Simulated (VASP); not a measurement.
Input of a VASP 6.6.1 run:

File INCAR:

```
  PREC = Accurate
  ENCUT = 520
  EDIFF = 1E-6
  ISMEAR = 0
  SIGMA = 0.02
  LREAL = F
  LASPH = T
  NELM = 100
  ALGO = Normal
  ISIF = 2
  LWAVE = F
  LCHARG = F
  GGA = PE
  NBANDS = 11
```

Contents of KPOINTS:

```
regular mesh
0
Gamma
  10 10 10
```

Contents of POSCAR:

```
BAs
1.0
    0.0000000000      2.4044111833      2.4044111833
    2.4044111833      0.0000000000      2.4044111833
    2.4044111833      2.4044111833      0.0000000000
B As
1 1
Direct
    0.0000000000      0.0000000000      0.0000000000
    0.2500000000      0.2500000000      0.2500000000
```

Potentials or basis: VASP PAW PBE potentials, release 64 (B, As).

The run is started by

```sh
$ cat potpaw_PBE.64/B/POTCAR potpaw_PBE.64/As/POTCAR > POTCAR
$ mpirun -np 1 vasp_std > vasp.out
```

Question: What does it give for the pressure?

Answer: 0.6 GPa.

Question: What does it give for the band gap on the k mesh?

Answer: 1.20 eV, indirect (least direct gap 3.25 eV).

A k mesh can miss the band edges.
